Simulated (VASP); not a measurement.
Output of a VASP run:

**OSZICAR**
```
       N       E                     dE             d eps       ncg     rms          rms(c)
DAV:   1     0.843888038312E+02    0.84389E+02   -0.98607E+03   840   0.152E+03
DAV:   2    -0.107833795625E+02   -0.95172E+02   -0.85781E+02  1140   0.272E+02
DAV:   3    -0.145036125239E+02   -0.37202E+01   -0.36867E+01  1112   0.520E+01
DAV:   4    -0.146073984361E+02   -0.10379E+00   -0.10374E+00  1116   0.777E+00
DAV:   5    -0.146098170765E+02   -0.24186E-02   -0.24186E-02  1136   0.890E-01    0.195E+01
DAV:   6    -0.127480968894E+02    0.18617E+01   -0.89458E+00   968   0.235E+01    0.226E+01
DAV:   7    -0.126400489755E+02    0.10805E+00   -0.50439E-01  1028   0.652E+00    0.132E+01
DAV:   8    -0.126161227625E+02    0.23926E-01   -0.13593E-01   924   0.405E+00    0.828E-01
DAV:   9    -0.126156294512E+02    0.49331E-03   -0.12197E-02  1204   0.949E-01    0.206E-01
DAV:  10    -0.126158947283E+02   -0.26528E-03   -0.89518E-04   904   0.301E-01    0.578E-02
DAV:  11    -0.126159469964E+02   -0.52268E-04   -0.84912E-05   996   0.857E-02    0.304E-02
DAV:  12    -0.126159538408E+02   -0.68444E-05   -0.11211E-05  1176   0.325E-02    0.994E-03
DAV:  13    -0.126159531978E+02    0.64302E-06   -0.15821E-06   900   0.137E-02
   1 F= -.11610562E+02 E0= -.11610562E+02  d E =-.116106E+02
```

### OUTCAR
```
------------------------ aborting loop because EDIFF is reached ----------------------------------------
  FORCE on cell =-STRESS in cart. coord.  units (eV):
  Direction    XX          YY          ZZ          XY          YZ          ZX
  --------------------------------------------------------------------------------------
  Total        1.0077508      1.0077508      1.0077508      0.0000000      0.0000000      0.0000000
  in kB       50.1173276     50.1173276     50.1173276      0.0000000      0.0000000      0.0000000
  external PRESSURE =       0.1173276 kB  Pullay stress =      50.0000000 kB
  volume of cell :       32.22
      direct lattice vectors                 reciprocal lattice vectors
     0.000000000  2.525507176  2.525507176    -0.197980035  0.197980035  0.197980035
     2.525507176  0.000000000  2.525507176     0.197980035 -0.197980035  0.197980035
     2.525507176  2.525507176  0.000000000     0.197980035  0.197980035 -0.197980035
  FREE ENERGIE OF THE ION-ELECTRON SYSTEM (eV)
  ---------------------------------------------------
  free  energy   TOTEN  =       -12.6159531978 eV

  energy  without entropy=      -12.6159531978  energy(sigma->0) =      -12.61595320
  enthalpy is  TOTEN    =       -11.6105616312 eV   P V=        1.0053915666

 reached required accuracy - stopping structural energy minimisation
```
(Selected blocks of OUTCAR.)

POSCAR:
```
SrO
1
    0.0000000000     2.5255071756     2.5255071756
    2.5255071756     0.0000000000     2.5255071756
    2.5255071756     2.5255071756    -0.0000000000
Sr O
1 1
Direct
  0.0000000000   0.0000000000   0.0000000000
  0.5000000000   0.5000000000   0.5000000000
```

Q: Write an INCAR and KPOINTS that could have produced this output.

A: One answer among several that fit: the input of the run itself, PBEsol GGA, plane waves, VASP's PBE PAW potentials (set 64).

KPOINTS:
```
Automatic mesh
0
Gamma
9 9 9
0 0 0
```

### INCAR
```
! general
SYSTEM   =  SrO
PREC     =  Accurate
ENCUT    =  620
LREAL    =  .FALSE.   ! projection in real space or not
LASPH    =  .TRUE.

! electronic loop
EDIFF    =  1E-6   ! SCF stop (eV)
NELM     =  100   ! most electronic steps
ALGO     =  Normal
LMAXMIX  =  4   ! l cut-off of mixed one-centre charges

! smearing
ISMEAR   =  0
SIGMA    =  0.05

! functional
GGA      =  PS   ! PBEsol

! ions
IBRION   =  2   ! conjugate gradients
NSW      =  40   ! most ionic steps
ISIF     =  3   ! ions, shape and volume
EDIFFG   =  -0.02
PSTRESS  =  50   ! kbar

! output
LWAVE    =  .FALSE.
LCHARG   =  .FALSE.
```

POTCAR, in this order: Sr_sv O (PBE.64 set). Program: vasp_std.

The structure was generated: SrO was put into the rock salt type (Fm-3m), which need not be its known phase. It was relaxed first under an external pressure of 5 GPa.
